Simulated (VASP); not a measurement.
OSZICAR of a VASP run on Hg₄S₃Se (ordered alloy cell):

### OSZICAR
```
       N       E                     dE             d eps       ncg     rms          rms(c)
DAV:   1     0.468924047640E+03    0.46892E+03   -0.29695E+04  1720   0.123E+03
DAV:   2     0.897131320292E+01   -0.45995E+03   -0.44884E+03  1909   0.327E+02
DAV:   3    -0.216463156113E+02   -0.30618E+02   -0.30389E+02  2023   0.809E+01
DAV:   4    -0.221436253502E+02   -0.49731E+00   -0.49573E+00  1954   0.104E+01
DAV:   5    -0.221522508919E+02   -0.86255E-02   -0.86220E-02  2004   0.136E+00    0.194E+01
DAV:   6    -0.206155298718E+02    0.15367E+01   -0.38521E+00  2198   0.174E+01    0.146E+01
DAV:   7    -0.206624411114E+02   -0.46911E-01   -0.20485E+00  1850   0.649E+00    0.308E+00
DAV:   8    -0.205988342691E+02    0.63607E-01   -0.42956E-01  2121   0.492E+00    0.116E+00
DAV:   9    -0.206000828715E+02   -0.12486E-02   -0.39606E-02  1884   0.144E+00    0.332E-01
DAV:  10    -0.206000457456E+02    0.37126E-04   -0.21057E-03  1928   0.258E-01    0.868E-02
DAV:  11    -0.206000553282E+02   -0.95826E-05   -0.27454E-04  2021   0.837E-02    0.415E-02
DAV:  12    -0.206000651700E+02   -0.98418E-05   -0.48710E-05  1835   0.311E-02    0.241E-02
DAV:  13    -0.206000701409E+02   -0.49709E-05   -0.84371E-06  1805   0.118E-02    0.102E-02
DAV:  14    -0.206000699626E+02    0.17828E-06   -0.33669E-06  1450   0.659E-03
   1 F= -.20600070E+02 E0= -.20600119E+02  d E =-.206001E+02
       N       E                     dE             d eps       ncg     rms          rms(c)
DAV:   1    -0.206032189071E+02   -0.31488E-02   -0.12979E-01  1750   0.217E+00    0.406E-01
DAV:   2    -0.206008381822E+02    0.23807E-02   -0.79023E-03  1836   0.721E-01    0.150E-01
DAV:   3    -0.206004876497E+02    0.35053E-03   -0.87906E-04  1960   0.174E-01    0.136E-01
DAV:   4    -0.206004060483E+02    0.81601E-04   -0.16004E-04  1901   0.700E-02    0.216E-02
DAV:   5    -0.206003935604E+02    0.12488E-04   -0.56383E-05  1948   0.618E-02    0.154E-02
DAV:   6    -0.206003948410E+02   -0.12806E-05   -0.82486E-06  1808   0.149E-02    0.991E-03
DAV:   7    -0.206003952905E+02   -0.44947E-06   -0.57048E-07   977   0.513E-03
   2 F= -.20600395E+02 E0= -.20600434E+02  d E =-.325328E-03
```

Which electronic solver shows in the log?

It is blocked Davidson (ALGO = Normal, or the opening steps of other solvers). The INCAR had ALGO = Normal.

Can the final energy be trusted as converged?

The run converged. It stopped with EDIFF = 1E-6, NELM = 100, NSW = 60 and EDIFFG = -0.02 after 2 ionic steps (PBEsol GGA, plane waves, VASP's PBE PAW potentials (set 64)).

The structure was generated: Hg4S3Se was put into an ordered model structure (R3m), which need not be its known phase. This run relaxes it. Symmetry was kept, so distortions that lower it aren't found. The start is the result of an earlier pass.
